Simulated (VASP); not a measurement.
Level of theory: PBE GGA with D4 dispersion, VASP's PBE PAW potentials (set 64) (plane waves; VASP).

The input files of a VASP run:

**KPOINTS**
```
k-points along high-symmetry lines
15
Line-mode
Reciprocal
  0.000000   0.000000   0.000000 ! GAMMA
  0.000000   0.500000   0.000000 ! X

  0.000000   0.500000   0.000000 ! X
  0.500000   0.500000   0.000000 ! M

  0.500000   0.500000   0.000000 ! M
  0.000000   0.000000   0.000000 ! GAMMA

  0.000000   0.000000   0.000000 ! GAMMA
  0.500000   0.500000   0.500000 ! R

  0.500000   0.500000   0.500000 ! R
  0.000000   0.500000   0.000000 ! X

  0.500000   0.500000   0.500000 ! R
  0.500000   0.500000   0.000000 ! M
```

### POSCAR
```
KZnF3
1
    4.1080305575     0.0000000000     0.0000000000
    0.0000000000     4.1080305575     0.0000000000
    0.0000000000     0.0000000000     4.1080305575
K Zn F
1 1 3
Direct
  0.0000000000   0.0000000000   0.0000000000
  0.5000000000   0.5000000000   0.5000000000
  0.5000000000   0.0000000000   0.5000000000
  0.0000000000   0.5000000000   0.5000000000
  0.5000000000   0.5000000000   0.0000000000
```

INCAR:
```
SYSTEM = KZnF3
PREC = Accurate
ENCUT = 520
EDIFF = 1E-7
NELM = 100
ALGO = Normal
LREAL = .FALSE.
LASPH = .TRUE.
ISMEAR = 0
SIGMA = 0.05
GGA = PE
IVDW = 13
LMAXMIX = 4
LWAVE = .FALSE.
LCHARG = .FALSE.
LORBIT = 11
ICHARG = 11
```

POTCAR, in this order: K_sv Zn F (PBE.64 set). Program: vasp_std. Read from the step before: CHGCAR.

The resulting files:

**OSZICAR**
```
       N       E                     dE             d eps       ncg     rms          rms(c)
DAV:   1     0.437368346723E+03    0.43737E+03   -0.22584E+04  4500   0.200E+03
DAV:   2     0.165329255523E+02   -0.42084E+03   -0.41037E+03  5350   0.488E+02
DAV:   3    -0.191330137506E+02   -0.35666E+02   -0.35553E+02  5426   0.151E+02
DAV:   4    -0.199631590329E+02   -0.83015E+00   -0.82914E+00  7028   0.214E+01
DAV:   5    -0.199746290823E+02   -0.11470E-01   -0.11465E-01  6071   0.197E+00
DAV:   6    -0.199750570139E+02   -0.42793E-03   -0.42789E-03  6627   0.256E-01
DAV:   7    -0.199750618765E+02   -0.48626E-05   -0.48621E-05  6172   0.280E-02
DAV:   8    -0.199750619284E+02   -0.51908E-07   -0.51895E-07  5637   0.308E-03
   1 F= -.20512625E+02 E0= -.20512625E+02  d E =-.696802E-12
```

OUTCAR:
```
 val. band max:       -1.1858313073   @ k =   0.5000   0.5000   0.5000

 cond. band min:       2.5001903234   @ k =   0.0000   0.0000   0.0000



 k-point     1 :       0.0000    0.0000    0.0000
  band No.  band energies     occupation
      1     -28.1401      2.00000
      2     -22.4452      2.00000
      3     -21.8753      2.00000
      4     -21.8753      2.00000
      5     -11.6202      2.00000
      6     -11.6202      2.00000
      7     -11.6202      2.00000
      8      -4.9929      2.00000
      9      -4.9929      2.00000
     10      -4.9929      2.00000
     11      -4.5126      2.00000
     12      -4.5126      2.00000
     13      -4.5126      2.00000
     14      -4.2102      2.00000
     15      -4.2102      2.00000
     16      -2.9782      2.00000
     17      -2.9782      2.00000
     18      -2.9782      2.00000
     19      -2.7993      2.00000
     20      -2.7993      2.00000
     21      -2.7993      2.00000
     22       2.5002      0.00000
     23       7.6853      0.00000
     24       7.6853      0.00000
     25       8.1144      0.00000

 k-point     2 :       0.0000    0.0357    0.0000
  band No.  band energies     occupation
      1     -28.1399      2.00000
      2     -22.4437      2.00000
      3     -21.8766      2.00000
      4     -21.8752      2.00000
      5     -11.6203      2.00000
      6     -11.6198      2.00000
      7     -11.6198      2.00000
      8      -5.0331      2.00000
      9      -4.9926      2.00000
     10      -4.9926      2.00000
     11      -4.5157      2.00000
     12      -4.5157      2.00000
     13      -4.5126      2.00000
     14      -4.2102      2.00000
     15      -4.1780      2.00000
     16      -2.9807      2.00000
     17      -2.9767      2.00000
     18      -2.9767      2.00000
     19      -2.8035      2.00000
     20      -2.7991      2.00000
     21      -2.7991      2.00000
     22       2.5258      0.00000
     23       7.6957      0.00000
     24       7.6967      0.00000
...
```

The density is held fixed in this step, so its total energy and stress have no physical meaning.

The compound is KZnF3 in the cubic perovskite structure. It was relaxed first.
